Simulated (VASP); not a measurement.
# Sn2HBr3 (P3m1) in VASP: a series of runs

One crystal, Sn2HBr3, is run at these levels: PBE; tasks: equation of state.

Program: VASP 6.6.1. These are calculated values, not measurements. Logs are shortened: lines on timing, memory, paths and dates and some standing lists are left out, and cuts for length are marked.

## 1. The crystal as given

It takes space group P3m1 (No. 156, trigonal). Conventional cell: a = 4.147 Å, b = 4.147 Å, c = 12.766 Å, α = 90.00°, β = 90.00°, γ = 120.00°. Sn (site symmetry 3m) is surrounded by 6 Br at 2.98 to 3.01 Å. Sn (site symmetry 3m) has 3 H at 2.46 Å as nearest neighbours. Around H (site symmetry 3m) lie 3 Sn at 2.46 Å. Br (site symmetry 3m) has 3 Sn at 2.98 Å as nearest neighbours. Br (site symmetry 3m) has 3 Sn at 3.01 Å as nearest neighbours. Br (site symmetry 3m) has 3 Sn at 2.97 Å and 3 H at 3.33 Å as nearest neighbours.

The cell was built by a generator and needn't be a form met in nature.

## 2. Equation of state, PBE, 31.69 Å³/atom

The input, INCAR:

```
ALGO = Normal
EDIFF = 1E-6
EDIFFG = -0.02
ENCUT = 520
GGA = PE
IBRION = 2
ISIF = 4
ISMEAR = 0
KPAR = 4
LASPH = True
LCHARG = False
LREAL = False
LWAVE = False
NELM = 100
NSW = 30
PREC = Accurate
SIGMA = 0.1
```

The input, KPOINTS:

```
k-points
0
Gamma
  8 8 4
```

The input, POSCAR:

```
Sn2HBr3
1.0
    4.1469970000      0.0000000000      0.0000000000
   -2.0734980000      3.5914050000      0.0000000000
    0.0000000000      0.0000000000     12.7664400000
Sn H Br
2 1 3
Direct
    0.3333330000      0.6666670000      0.4372610000
    0.3333330000      0.6666670000      0.0120900000
    0.6666670000      0.3333330000      0.0554730000
    0.6666670000      0.3333330000      0.5767770000
    0.0000000000      0.0000000000      0.2941130000
    0.0000000000      0.0000000000      0.8742010000
```

Potentials or basis: VASP PAW PBE potentials, release 64 (Sn_d, H, Br).

Command:

```sh
> cat potpaw_PBE.64/Sn_d/POTCAR potpaw_PBE.64/H/POTCAR potpaw_PBE.64/Br/POTCAR > POTCAR
> mpirun -np 4 vasp_std > vasp.out
```

OUTCAR:

```text
EDIFF = 1E-6
   EDIFFG = -0.02
   ENCUT = 520
   GGA = PE
   IBRION = 2
   ISIF = 4
   ISMEAR = 0
   LASPH = True
   LREAL = False
   NELM = 100
   NSW = 30
   PREC = Accurate

 ion  position               nearest neighbor table
   1  0.333  0.667  0.437-   4 2.98   4 2.98   4 2.98   5 3.01   5 3.01   5 3.01
   2  0.333  0.667  0.012-   6 2.97   6 2.97   6 2.97
   3  0.667  0.333  0.055-
   4  0.667  0.333  0.577-   1 2.98   1 2.98   1 2.98
   5  0.000  0.000  0.294-   1 3.01   1 3.01   1 3.01
   6  0.000  0.000  0.874-   2 2.97   2 2.97   2 2.97

  LATTYP: Found a hexagonal cell.
 ALAT       =     4.1469970000
 C/A-ratio  =     3.0784782338

  Lattice vectors:

 A1 = (   4.1469970000,   0.0000000000,   0.0000000000)
 A2 = (  -2.0734980000,   3.5914050000,   0.0000000000)
 A3 = (   0.0000000000,   0.0000000000,  12.7664400000)

Analysis of symmetry for initial positions (statically):
=====================================================================
 Subroutine PRICEL returns:
 Original cell was already a primitive cell.

 Routine SETGRP: Setting up the symmetry group for a
 hexagonal supercell.

 Subroutine GETGRP returns: Found  6 space group operations
 (whereof  6 operations were pure point group operations)
 out of a pool of 24 trial point group operations.

The static configuration has the point symmetry C_3v.

Analysis of symmetry for dynamics (positions and initial velocities):
=====================================================================
 Subroutine PRICEL returns:
 Original cell was already a primitive cell.

 Routine SETGRP: Setting up the symmetry group for a
 hexagonal supercell.

 Subroutine GETGRP returns: Found  6 space group operations
 (whereof  6 operations were pure point group operations)
 out of a pool of 24 trial point group operations.

The dynamic configuration has the point symmetry C_3v.

 Subroutine INISYM returns: Found  6 space group operations
 (whereof  6 operations are pure point group operations),
 and found     1 'primitive' translations

----------------------------------------------------------------------------------------

                                     Primitive cell

  volume of cell :     190.1376

  direct lattice vectors                    reciprocal lattice vectors
     4.146997000  0.000000000  0.000000000     0.241138347  0.139221246  0.000000000
    -2.073498000  3.591405000  0.000000000     0.000000000  0.278442559  0.000000000
     0.000000000  0.000000000 12.766440000     0.000000000  0.000000000  0.078330372

  length of vectors
     4.146997000  4.146996965 12.766440000     0.278442557  0.278442559  0.078330372

  position of ions in fractional coordinates (direct lattice)
     0.333333000  0.666667000  0.437261000
     0.333333000  0.666667000  0.012090000
     0.666667000  0.333333000  0.055473000
     0.666667000  0.333333000  0.576777000
     0.000000000  0.000000000  0.294113000
     0.000000000  0.000000000  0.874201000

  ion indices of the primitive-cell ions
   primitive index   ion index
                 1           1
                 2           2
                 3           3
                 4           4
                 5           5
                 6           6

----------------------------------------------------------------------------------------

 KPOINTS: k-points

Automatic generation of k-mesh.
 Grid dimensions read from file:
 generate k-points for:    8    8    4

 Generating k-lattice:

  Cartesian coordinates                     Fractional coordinates (reciprocal lattice)
     0.030142293  0.017402656  0.000000000     0.125000000  0.000000000  0.000000000
     0.000000000  0.034805320  0.000000000     0.000000000  0.125000000  0.000000000
     0.000000000  0.000000000  0.019582593     0.000000000  0.000000000  0.250000000

  Length of vectors
     0.034805320  0.034805320  0.019582593

  Shift w.r.t. Gamma in fractional coordinates (k-lattice)
     0.000000000  0.000000000  0.000000000

 Subroutine IBZKPT returns following result:
 ===========================================

 Found     35 irreducible k-points:

 Following reciprocal coordinates:
            Coordinates               Weight
  0.000000  0.000000  0.000000      1.000000
  0.125000 -0.000000  0.000000      6.000000
  0.250000 -0.000000  0.000000      6.000000
  0.375000  0.000000  0.000000      6.000000
  0.500000 -0.000000  0.000000      3.000000
  0.125000  0.125000  0.000000      6.000000
[... 16 lines left out ...]
 -0.125000  0.500000  0.250000     12.000000
  0.250000  0.250000  0.250000     12.000000
 [... further k-points ...]
   k-points           NKPTS =     35   k-points in BZ     NKDIM =     35   number of bands    NBANDS=     30
   number of dos      NEDOS =    301   number of ions     NIONS =      6
   total plane-waves  NPLWV =  98304
   dimension x,y,z NGX =    32 NGY =   32 NGZ =   96
   dimension x,y,z NGXF=    64 NGYF=   64 NGZF=  192
   ions per type =               2   1   3
   NGX,Y,Z   is equivalent  to a cutoff of  12.83, 12.83, 12.50 a.u.
   NGXF,Y,Z  is equivalent  to a cutoff of  25.66, 25.66, 25.00 a.u.
 SYSTEM =  unknown system
   PREC   = accura    normal or accurate (medium, high low for compatibility)
   ISTART =      0    job   : 0-new  1-cont  2-samecut
   ICHARG =      2    charge: 1-file 2-atom 10-const
   ISPIN  =      1    spin polarized calculation?
   LNONCOLLINEAR =      F non collinear calculations
   LSORBIT =      F    spin-orbit coupling
   LASPH  =      T    aspherical Exc in radial PAW
   ENCUT  =  520.0 eV  38.22 Ry    6.18 a.u.   7.71  7.71 23.74*2*pi/ulx,y,z
   NELM   =    100;   NELMIN=  2; NELMDL= -5     # of ELM steps
   EDIFF  = 0.1E-05   stopping-criterion for ELM
   LREAL  =      F    real-space projection
   EDIFFG = -.2E-01   stopping-criterion for IOM
   NSW    =     30    number of steps for IOM
   IBRION =      2    ionic relax: 0-MD 1-quasi-New 2-CG
   NFREE  =      1    steps in history (QN), initial steepest desc. (CG)
   ISIF   =      4    stress and relaxation
   ISYM   =      2    0-nonsym 1-usesym 2-fastsym
   POTIM  = 0.5000    time-step for ionic-motion
   TEBEG  =    0.0;   TEEND  =   0.0 temperature during run
   PSTRESS=    0.0 pullay stress
   NELECT =      50.0000    total number of electrons
   NUPDOWN=      -1.0000    fix difference up-down
   EMIN   =  10.00;   EMAX   =-10.00  energy-range for DOS
   EFERMI =   0.00;   METHOD = LEGACY
   ISMEAR =     0;   SIGMA  =   0.10  broadening in eV -4-tet -1-fermi 0-gaus
   EFERMI_NEDOS =   21; number of points for ismear=-14 and -15
   IALGO  =     38    algorithm
   IMIX   =      4    mixing-type and parameters
     AMIX     =   0.40;   BMIX     =  1.00
     AMIX_MAG =   1.60;   BMIX_MAG =  1.00
  volume/ion in A,a.u.               =      31.69       213.85
  Fermi-wavevector in a.u.,A,eV,Ry     =   1.048839  1.982018 14.967271  1.100063
  Thomas-Fermi vector in A             =   2.183777
   LORBIT       =      0    0 simple, 1 ext, 2 COOP (PROOUT), +10 PAW based schemes
   GGA     = PE    functional components
   LHFCALC =     F    Hartree Fock is set to
   AEXX    =    0.0000 exact exchange contribution
   IVDW    =     0    specifies the selected vdW correction
   LEPSILON=     F    determine dielectric tensor
   LRPA    =     F    only Hartree local field effects (RPA)
 conjugate gradient relaxation of ions
 non-spin polarized calculation
 Gauss-broadening in eV      SIGMA  =   0.10
  energy-cutoff  :      520.00
  volume of cell :      190.14
 maximum number of plane-waves:      5165
 NGX is ok and might be reduce to    32
   NGX = 15   NGY = 15   NGZ = 47

 number of electron      49.9999996 magnetization

 Free energy of the ion-electron system (eV)
  ---------------------------------------------------
  ext. energy  EPLUGINS =         0.00000000
  ---------------------------------------------------
  free energy    TOTEN  =       -18.45639156 eV

  energy without entropy =      -18.45638205  energy(sigma->0) =      -18.45638681

 E-fermi :   3.0657     XC(G=0):  -7.8853

 val. band max:        2.8673052291   @ k =   0.0000   0.0000   0.5000
 cond. band min:       3.2680169928   @ k =   0.0000   0.0000   0.5000
 fundamental gap:      0.4007117636
 Fermi energy:         3.0656779383

 k-point     1 :       0.0000    0.0000    0.0000
  band No.  band energies     occupation
      1     -19.9463      2.00000
      2     -19.9463      2.00000
      3     -19.9292      2.00000
      4     -19.9228      2.00000
      5     -19.9228      2.00000
      6     -19.0658      2.00000
[... 22 lines left out ...]
     29       4.7636      0.00000
     30       5.5988      0.00000

 k-point     2 :       0.1250   -0.0000    0.0000
  band No.  band energies     occupation
      1     -19.9472      2.00000
      2     -19.9435      2.00000
      3     -19.9277      2.00000
      4     -19.9252      2.00000
      5     -19.9232      2.00000
      6     -19.0643      2.00000
[... 22 lines left out ...]
     29       4.7898      0.00000
     30       5.5376      0.00000

 k-point     3 :       0.2500   -0.0000    0.0000
  band No.  band energies     occupation
      1     -19.9505      2.00000
      2     -19.9369      2.00000
      3     -19.9306      2.00000
      4     -19.9242      2.00000
      5     -19.9237      2.00000
      6     -19.0609      2.00000
[... 22 lines left out ...]
     29       4.9024      0.00000
     30       5.3685      0.00000

 k-point     4 :       0.3750    0.0000    0.0000
  band No.  band energies     occupation
      1     -19.9549      2.00000
      2     -19.9350      2.00000
      3     -19.9304      2.00000
      4     -19.9250      2.00000
      5     -19.9194      2.00000
      6     -19.0581      2.00000
[... 616 lines left out ...]
     29       4.8676      0.00000
     30       5.2053      0.00000

 k-point    23 :      -0.1250    0.5000    0.2500
  band No.  band energies     occupation
      1     -19.9537      2.00000
      2     -19.9352      2.00000
      3     -19.9309      2.00000
      4     -19.9264      2.00000
      5     -19.9181      2.00000
      6     -19.0567      2.00000
[... 22 lines left out ...]
     29       4.9045      0.00000
     30       5.1544      0.00000

 k-point    24 :       0.2500    0.2500    0.2500
  band No.  band energies     occupation
      1     -19.9488      2.00000
      2     -19.9357      2.00000
      3     -19.9333      2.00000
      4     -19.9282      2.00000
      5     -19.9185      2.00000
      6     -19.0556      2.00000
[... 22 lines left out ...]
     29       5.0375      0.00000
     30       5.3023      0.00000

 [... further k-points ...]
[... 5 lines left out ...]
  --------------------------------------------------------------------------------------
  -------------------------------------------------------------------------------------
  Total       -0.0174583     -0.0174583     -0.0068963     -0.0000000     -0.0000000      0.0000000
  in kB       -0.1471109     -0.1471109     -0.0581114     -0.0000000     -0.0000000      0.0000000
  external PRESSURE =      -0.1174444 kB  Pullay stress =       0.0000000 kB

 VOLUME and BASIS-vectors are now :
 -----------------------------------------------------------------------------
  energy-cutoff  :      520.00
  volume of cell :      190.14
      direct lattice vectors                 reciprocal lattice vectors
     4.146997000  0.000000000  0.000000000     0.241138347  0.139221246  0.000000000
    -2.073498000  3.591405000  0.000000000     0.000000000  0.278442559  0.000000000
     0.000000000  0.000000000 12.766440000     0.000000000  0.000000000  0.078330372

 POSITION                                       TOTAL-FORCE (eV/Angst)
 -----------------------------------------------------------------------------------
     -0.00000      2.39427      5.58227         0.000000      0.000000      0.002157
     -0.00000      2.39427      0.15435        -0.000000      0.000000     -0.004757
      2.07350      1.19713      0.70819        -0.000000     -0.000000      0.003688
      2.07350      1.19713      7.36339         0.000000     -0.000000     -0.004468
      0.00000      0.00000      3.75478        -0.000000     -0.000000      0.003112
      0.00000      0.00000     11.16043        -0.000000     -0.000000      0.000268
 -----------------------------------------------------------------------------------
    total drift:                                0.001125     -0.000649     -0.000663

  FREE ENERGIE OF THE ION-ELECTRON SYSTEM (eV)
  ---------------------------------------------------
  free  energy   TOTEN  =       -18.4563915607 eV

  energy  without entropy=      -18.4563820540  energy(sigma->0) =      -18.45638681

 reached required accuracy - stopping structural energy minimisation
```

Wall time 79 s (4 MPI ranks of Intel Xeon Platinum 8259CL at 2.50GHz (Skylake/Cascade Lake), shared host); peak memory 0.41 GiB.

What came out:

```
Free energy            : -18.4564 eV
Pressure               : 0.0 GPa
Largest force          : 0.005 eV/Å
Band gap on the k mesh : 0.40 eV, direct
```

Caveat: spin-orbit coupling is left out, which moves the levels of the heavy elements; this functional lacks dispersion, which binds the layers, so the pressure and a relaxed spacing across them are unreliable.

## 3. Equation of state, PBE, 30.74 Å³/atom (volume scaled by 0.97)

INCAR is that of step 2.

KPOINTS is that of step 2.

POSCAR, as its differences from that of step 2:

```diff
@@ -2,5 +2,5 @@
 1.0
-    4.1469970000      0.0000000000      0.0000000000
-   -2.0734980000      3.5914050000      0.0000000000
-    0.0000000000      0.0000000000     12.7664400000
+    4.1051052773      0.0000000000      0.0000000000
+   -2.0525521437      3.5551257014      0.0000000000
+    0.0000000000      0.0000000000     12.6374772435
 Sn H Br
```

Potentials or basis: VASP PAW PBE potentials, release 64 (Sn_d, H, Br).

Command:

```sh
> cat potpaw_PBE.64/Sn_d/POTCAR potpaw_PBE.64/H/POTCAR potpaw_PBE.64/Br/POTCAR > POTCAR
> mpirun -np 4 vasp_std > vasp.out
```

Run time: 4.8 min. Hardware: 4 MPI ranks of Intel Xeon Platinum 8259CL at 2.50GHz (Skylake/Cascade Lake), shared host; peak memory 0.43 GiB.

The run converged. Its results:

```
Free energy            : -18.4530 eV
Pressure               : 0.1 GPa
Largest force          : 0.019 eV/Å
Band gap on the k mesh : 0.35 eV, direct
```

Caveat: spin-orbit coupling is left out, which moves the levels of the heavy elements; this functional lacks dispersion, which binds the layers, so the pressure and a relaxed spacing across them are unreliable.

(Continued in part 2 of 2.)
